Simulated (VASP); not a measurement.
Output of a VASP run:

OSZICAR:
```
       N       E                     dE             d eps       ncg     rms          rms(c)
DAV:   1     0.772555611250E+02    0.77256E+02   -0.93375E+03   918   0.195E+03
DAV:   2    -0.342897372237E+01   -0.80685E+02   -0.77984E+02   985   0.327E+02
DAV:   3    -0.928072606271E+01   -0.58518E+01   -0.58212E+01  1125   0.740E+01
DAV:   4    -0.938470137617E+01   -0.10398E+00   -0.10393E+00  1140   0.108E+01
DAV:   5    -0.938725602219E+01   -0.25546E-02   -0.25545E-02  1157   0.141E+00    0.411E+00
DAV:   6    -0.915062869657E+01    0.23663E+00   -0.46442E-01  1373   0.124E+01    0.270E+00
DAV:   7    -0.912633830642E+01    0.24290E-01   -0.10700E-01  1156   0.240E+00    0.109E+00
DAV:   8    -0.912648893254E+01   -0.15063E-03   -0.13983E-02  1060   0.175E+00    0.153E-01
DAV:   9    -0.912687366859E+01   -0.38474E-03   -0.15649E-03  1139   0.682E-01    0.919E-02
DAV:  10    -0.912694119085E+01   -0.67522E-04   -0.13184E-04  1321   0.124E-01    0.462E-02
DAV:  11    -0.912701573941E+01   -0.74549E-04   -0.11404E-04  1000   0.113E-01    0.705E-03
DAV:  12    -0.912701493288E+01    0.80653E-06   -0.45824E-06  1216   0.355E-02    0.242E-03
DAV:  13    -0.912701535240E+01   -0.41952E-06   -0.14778E-06  1040   0.123E-02    0.175E-03
DAV:  14    -0.912701529734E+01    0.55060E-07   -0.91994E-08   740   0.402E-03
   1 F= -.91270153E+01 E0= -.91270153E+01  d E =0.000000E+00
```

OUTCAR:
```
------------------------ aborting loop because EDIFF is reached ----------------------------------------
  FORCE on cell =-STRESS in cart. coord.  units (eV):
  Direction    XX          YY          ZZ          XY          YZ          ZX
  --------------------------------------------------------------------------------------
  Total        0.0004166      0.0004166      0.0004166      0.0000000      0.0000000      0.0000000
  in kB        0.0159949      0.0159949      0.0159949      0.0000000      0.0000000      0.0000000
  external PRESSURE =       0.0159949 kB  Pullay stress =       0.0000000 kB
  volume of cell :       41.73
      direct lattice vectors                 reciprocal lattice vectors
     0.000000000  2.752944331  2.752944331    -0.181623724  0.181623724  0.181623724
     2.752944331  0.000000000  2.752944331     0.181623724 -0.181623724  0.181623724
     2.752944331  2.752944331  0.000000000     0.181623724  0.181623724 -0.181623724
  FREE ENERGIE OF THE ION-ELECTRON SYSTEM (eV)
  ---------------------------------------------------
  free  energy   TOTEN  =        -9.1270152973 eV

  energy  without entropy=       -9.1270152973  energy(sigma->0) =       -9.12701530

 total charge

# of ion       s       p       d       tot
------------------------------------------
    1        0.860   0.816  10.006  11.682
    2        1.023   1.506   0.000   2.528
--------------------------------------------------
tot          1.882   2.321  10.006  14.210
```
(Selected blocks of OUTCAR.)

**POSCAR**
```
GaP
1
    0.0000000000     2.7529443306     2.7529443306
    2.7529443306     0.0000000000     2.7529443306
    2.7529443306     2.7529443306     0.0000000000
Ga P
1 1
Direct
  0.0000000000   0.0000000000   0.0000000000
  0.2500000000   0.2500000000   0.2500000000
```

Q: Reconstruct the remaining input files.

A: Several could match; the one computed here: the input of the run itself, PBE GGA, plane waves, VASP's PBE PAW potentials (set 64).

**KPOINTS**
```
Regular mesh
0
Gamma
 9 9 9
```

**INCAR**
```
# general
SYSTEM =GaP
PREC   =Accurate
ENCUT  =520
LREAL  =F
LASPH  =T

# electronic loop
EDIFF  =1E-7
NELM   =100
ALGO   =Normal
LMAXMIX=4

# smearing
ISMEAR =-5

# functional
GGA    =PE

# ions
ISIF   =2

# output
LWAVE  =F
LCHARG =T
LORBIT =11
NEDOS  =601
```

POTCAR, in this order: Ga_d P (PBE.64 set). Program: vasp_std.

The compound is GaP in the zinc blende structure. It was relaxed first.
